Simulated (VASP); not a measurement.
Here is the system:

```
CELL_PARAMETERS angstrom
      1.99672    -3.45841     0.00000
      1.99672     3.45841     0.00000
      0.00000     0.00000     5.20529
ATOMIC_POSITIONS crystal
  Ni 0.00000 0.00000 0.50000
  Ni 0.00000 0.00000 0.00000
  Sb 0.33333 0.66667 0.25000
  Sb 0.66667 0.33333 0.75000
```

All values below come from PBE GGA with D3 dispersion (Becke-Johnson damping), VASP's PBE PAW potentials (set 64) (plane waves; VASP 6.6.1). Settings: 520 eV cut-off, 9×9×6 Γ-centred mesh, first-order Methfessel-Paxton smearing of 0.10 eV, potentials Ni Sb.

Unless said otherwise, spin-orbit coupling is left out, though it shifts the bands of the heavy elements here.

Question: What does the run give for the energy per atom (σ→0), pressure, band gap (on the k-mesh) with the smallest direct gap where there is one?

Answer: 
```yaml
band gap (on the k-mesh): none (metal, semimetal or under 0.01 eV)
energy per atom (σ→0): -5.587 eV/atom
pressure: -6.32 GPa
```

Total energies compare only between runs with the same potentials, cut-off and functional.

The compound is NiSb in the NiAs type structure. This cell is one point of a volume scan, at 1.06 of the reference volume. The run is not spin-polarised, so no magnetic state was tried.
